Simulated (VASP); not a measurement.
Input:

```xyz
4
Lattice="4.1817 0.0000 0.0000 -2.0909 3.6215 0.0000 0.0000 0.0000 6.8113" Properties=species:S:1:pos:R:3 pbc="T T T"
Mg     0.0000     0.0000     6.8113
Mg     0.0000     0.0000     3.4057
Te     0.0000     2.4143     1.7028
Te     2.0909     1.2072     5.1085
```

The numbers are results of PBEsol GGA, VASP's PBE PAW potentials (set 64) (plane waves; VASP), not measurements. Settings: 400 eV cut-off, Gaussian smearing of 0.050 eV, potentials Mg Te.

Unless said otherwise, spin-orbit coupling is left out, though it shifts the bands of the heavy elements here.

Task: Predict the band gap (along the path) with the smallest direct gap where there is one.

Result: 
| Quantity | Result |
|---|---|
| band gap (along the path) | 0.82 eV |
| smallest direct gap (along the path) | 1.94 eV |

The absolute energy has meaning only against runs of the same code, potentials and settings.

The structure was generated: MgTe was put into the NiAs type type (P6_3/mmc), which need not be its known phase. It was relaxed first.
